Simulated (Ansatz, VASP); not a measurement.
## One calculation of ZrPbO4, two programs

```
Zr Pb O
1.0
     3.65971    0.00000    0.00000
    -1.82985    3.16940    0.00000
     0.00000    0.00000    6.26672
Zr Pb O
1 1 4
Direct
  0.00000 0.00000 0.50000
  0.00000 0.00000 0.00000
  0.33333 0.66667 0.70278
  0.33333 0.66667 0.29722
  0.66667 0.33333 0.29722
  0.66667 0.33333 0.70278
```

Alike in both runs: functional PBE; k mesh 6 × 6 × 2; occupations gaussian, width 0.1 eV; no spin polarisation.

Ansatz relaxed the structure, and its values are those at the end. VASP's run is a single point on that final structure, the one shown.

```csv
,VASP,Ansatz
version,VASP 6.6.1,Ansatz 0.2.0
potentials or method,"VASP PAW PBE potentials, release 64 (Zr_sv, Pb_d, O)","scalar-relativistic, plane waves, PAW"
plane-wave cutoff (eV),520,420
valence electrons in the cell,50,50
```

|  | VASP | Ansatz | Ansatz less VASP |
| --- | --- | --- | --- |
| gap on the k mesh at the Fermi level (eV) | none | none | - |
| pressure (GPa) | 0.0 | 0.0 | +0.03 |
| rms of the force components (eV/Å) | 0.004 | 0.000 | -0.0038 |

A gap of «none» marks a metal or a gap that the smearing closes.

Caveats: the k mesh is coarse (spacing up to 0.50 Å⁻¹), so the values aren't converged. The runs have no spin-orbit coupling, so splittings on Pb are missing.
